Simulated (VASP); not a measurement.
A VASP calculation is set up with these files.

**KPOINTS**
```
Automatic mesh
0
G
 8 8 8
```

**INCAR**
```
SYSTEM = Al3Sc
PREC = Accurate
ENCUT = 520
EDIFF = 1E-7
NELM = 100
ALGO = Normal
LREAL = .FALSE.
LASPH = .TRUE.
ISMEAR = 1
SIGMA = 0.1
GGA = BO
PARAM1 = 0.1833333333
PARAM2 = 0.22
LUSE_VDW = .TRUE.
AGGAC = 0.0
LMAXMIX = 4
LWAVE = .FALSE.
LCHARG = .FALSE.
ISIF = 2
```

**POSCAR**
```
Al3Sc
4.1417940
  1.0000001148   0.0000000000   0.0000000000
  0.0000000000   1.0000001148   0.0000000000
  0.0000000000   0.0000000000   1.0000001148
Sc Al
1 3
Direct
  0.0000000000   0.0000000000   0.0000000000
  0.0000000000   0.5000000000   0.5000000000
  0.5000000000   0.0000000000   0.5000000000
  0.5000000000   0.5000000000   0.0000000000
```

POTCAR, in this order: Sc_sv Al (PBE.64 set). Program: vasp_std.

Problem. Translate this optB88-vdW calculation to Quantum ESPRESSO's pw.x.

Solution. One equivalent input (not run):
```
&CONTROL
  calculation = 'scf'
  pseudo_dir = './pseudo'
  outdir = './out'
  tprnfor = .true.
  tstress = .true.
/
&SYSTEM
  ibrav = 0
  nat = 4
  ntyp = 2
  ecutwfc = 78
  occupations = 'smearing'
  smearing = 'methfessel-paxton'
  degauss = 0.00735
  input_dft = 'vdw-df-obk8'
/
&ELECTRONS
  conv_thr = 7.3e-09
  electron_maxstep = 100
/
ATOMIC_SPECIES
  Sc 44.956 Sc.upf
  Al 26.982 Al.upf
CELL_PARAMETERS angstrom
     4.1417945    0.0000000    0.0000000
     0.0000000    4.1417945    0.0000000
     0.0000000    0.0000000    4.1417945
ATOMIC_POSITIONS crystal
  Sc   0.0000000  0.0000000  0.0000000
  Al   0.0000000  0.5000000  0.5000000
  Al   0.5000000  0.0000000  0.5000000
  Al   0.5000000  0.5000000  0.0000000
K_POINTS automatic
  8 8 8 0 0 0
```
What does not carry over: the potentials are each code's own (VASP's PAW set, PseudoDojo norm-conserving files in pw.x), so ENCUT and ecutwfc are chosen apart and not converted; conv_thr bounds pw.x's estimated SCF error, while EDIFF bounds the energy change between steps.

The compound is Al3Sc in the L1_2 structure. This cell is one point of a volume scan, at 1.03 of the reference volume.
